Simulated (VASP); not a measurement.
Output of a VASP run:

File OSZICAR:
```
...
DAV:   5    -0.219398969625E+02   -0.92496E-03   -0.92495E-03   954   0.982E-01    0.728E+00
DAV:   6    -0.188462850428E+02    0.30936E+01   -0.20435E+00   859   0.484E+01    0.664E+00
DAV:   7    -0.187894726625E+02    0.56812E-01   -0.66815E-01   774   0.163E+01    0.347E+00
DAV:   8    -0.188414325035E+02   -0.51960E-01   -0.13246E-01   774   0.523E+00    0.154E+00
DAV:   9    -0.188314064755E+02    0.10026E-01   -0.13003E-01   759   0.415E+00    0.400E-01
DAV:  10    -0.188492916191E+02   -0.17885E-01   -0.47689E-02   764   0.242E+00    0.157E-01
DAV:  11    -0.188639725038E+02   -0.14681E-01   -0.54295E-03   764   0.920E-01    0.587E-02
DAV:  12    -0.188510031347E+02    0.12969E-01   -0.47392E-03   759   0.898E-01    0.964E-02
DAV:  13    -0.188642326289E+02   -0.13229E-01   -0.30108E-03   764   0.652E-01    0.201E-02
DAV:  14    -0.188643339627E+02   -0.10133E-03   -0.81573E-05   894   0.109E-01    0.945E-03
DAV:  15    -0.188643392718E+02   -0.53091E-05   -0.38858E-06   814   0.248E-02    0.620E-03
DAV:  16    -0.188643404111E+02   -0.11393E-05   -0.10725E-06   562   0.266E-02    0.315E-03
DAV:  17    -0.188643416610E+02   -0.12499E-05   -0.68464E-07   437   0.124E-02    0.237E-03
DAV:  18    -0.188643410830E+02    0.57793E-06   -0.20677E-07   407   0.979E-03
   1 F= -.18864341E+02 E0= -.18864341E+02  d E =-.188643E+02
       N       E                     dE             d eps       ncg     rms          rms(c)
DAV:   1    -0.189105731348E+02   -0.46231E-01   -0.58272E-01   894   0.182E+01    0.156E+00
DAV:   2    -0.188703981984E+02    0.40175E-01   -0.13806E-01   899   0.130E+01    0.619E-01
DAV:   3    -0.188666053820E+02    0.37928E-02   -0.39804E-03   764   0.766E-01    0.293E-01
DAV:   4    -0.188656370853E+02    0.96830E-03   -0.41377E-03   814   0.825E-01    0.146E-01
DAV:   5    -0.188658742707E+02   -0.23719E-03   -0.41909E-04   769   0.249E-01    0.131E-01
DAV:   6    -0.188657601732E+02    0.11410E-03   -0.36466E-04  1040   0.197E-01    0.444E-02
DAV:   7    -0.188657423569E+02    0.17816E-04   -0.93369E-05   759   0.111E-01    0.229E-02
DAV:   8    -0.188657481158E+02   -0.57588E-05   -0.37514E-05   754   0.765E-02    0.868E-03
DAV:   9    -0.188657596414E+02   -0.11526E-04   -0.19821E-05   754   0.512E-02    0.883E-03
DAV:  10    -0.188657619461E+02   -0.23046E-05   -0.13556E-06   540   0.134E-02    0.421E-03
DAV:  11    -0.188657620173E+02   -0.71233E-07   -0.93270E-08   392   0.337E-03
   2 F= -.18865762E+02 E0= -.18865762E+02  d E =-.142093E-02
       N       E                     dE             d eps       ncg     rms          rms(c)
DAV:   1    -0.188676926710E+02   -0.19307E-02   -0.23342E-02   889   0.373E+00    0.307E-01
DAV:   2    -0.188659923815E+02    0.17003E-02   -0.51221E-03   899   0.228E+00    0.124E-01
DAV:   3    -0.188658620186E+02    0.13036E-03   -0.14944E-04   764   0.130E-01    0.589E-02
DAV:   4    -0.188658290700E+02    0.32949E-04   -0.16355E-04   804   0.146E-01    0.276E-02
DAV:   5    -0.188658479938E+02   -0.18924E-04   -0.19652E-05   769   0.532E-02    0.236E-02
DAV:   6    -0.188658537808E+02   -0.57871E-05   -0.21680E-05  1056   0.501E-02    0.116E-02
DAV:   7    -0.188658572192E+02   -0.34383E-05   -0.59979E-06   769   0.319E-02    0.429E-03
DAV:   8    -0.188658554686E+02    0.17505E-05   -0.14694E-06   570   0.167E-02    0.196E-03
DAV:   9    -0.188658572007E+02   -0.17321E-05   -0.83252E-07   517   0.120E-02    0.136E-03
DAV:  10    -0.188658571882E+02    0.12454E-07   -0.66312E-08   377   0.265E-03
   3 F= -.18865857E+02 E0= -.18865857E+02  d E =-.151611E-02
```

### OUTCAR
```
------------------------ aborting loop because EDIFF is reached ----------------------------------------
  FORCE on cell =-STRESS in cart. coord.  units (eV):
  Direction    XX          YY          ZZ          XY          YZ          ZX
  --------------------------------------------------------------------------------------
  Total        0.0191533      0.0191533      0.0191533      0.0000000      0.0000000      0.0000000
  in kB        0.7850915      0.7850915      0.7850915      0.0000000      0.0000000      0.0000000
  external PRESSURE =       0.7850915 kB  Pullay stress =       0.0000000 kB
  volume of cell :       39.09
      direct lattice vectors                 reciprocal lattice vectors
     0.000000000  2.693608810  2.693608810    -0.185624578  0.185624578  0.185624578
     2.693608810 -0.000000000  2.693608810     0.185624578 -0.185624578  0.185624578
     2.693608810  2.693608810 -0.000000000     0.185624578  0.185624578 -0.185624578
  FREE ENERGIE OF THE ION-ELECTRON SYSTEM (eV)
  ---------------------------------------------------
  free  energy   TOTEN  =       -18.8658571882 eV

  energy  without entropy=      -18.8658571882  energy(sigma->0) =      -18.86585719

 reached required accuracy - stopping structural energy minimisation
```
(Selected blocks of OUTCAR.)

### POSCAR
```
ZnS
1
    0.0000000000     2.7050000000     2.7050000000
    2.7050000000     0.0000000000     2.7050000000
    2.7050000000     2.7050000000     0.0000000000
Zn S
1 1
Direct
  0.0000000000   0.0000000000   0.0000000000
  0.7500000000   0.7500000000   0.7500000000
```

Question: Write an INCAR and KPOINTS that could have produced this output.

Answer: This is not unique; one that fits is the input of the run itself, r2SCAN meta-GGA, plane waves, VASP's PBE PAW potentials (set 64).

### KPOINTS
```
Automatic mesh
0
Gamma
 8 8 8
0 0 0
```

**INCAR**
```
ALGO  =  Normal
EDIFF  =  1E-6
EDIFFG  =  -0.01
ENCUT  =  480
IBRION  =  2
ISIF  =  3
ISMEAR  =  0
LASPH  =  .True.
LCHARG  =  .False.
LMAXMIX  =  4
LMIXTAU  =  .True.
LREAL  =  .False.
LWAVE  =  .False.
METAGGA  =  R2SCAN
NELM  =  100
NSW  =  60
PREC  =  Accurate
SIGMA  =  0.05
SYSTEM  =  ZnS
```

POTCAR, in this order: Zn S (PBE.64 set). Program: vasp_std.

The compound is ZnS in the zinc blende structure. This run relaxes it. Symmetry was kept, so distortions that lower it aren't found.
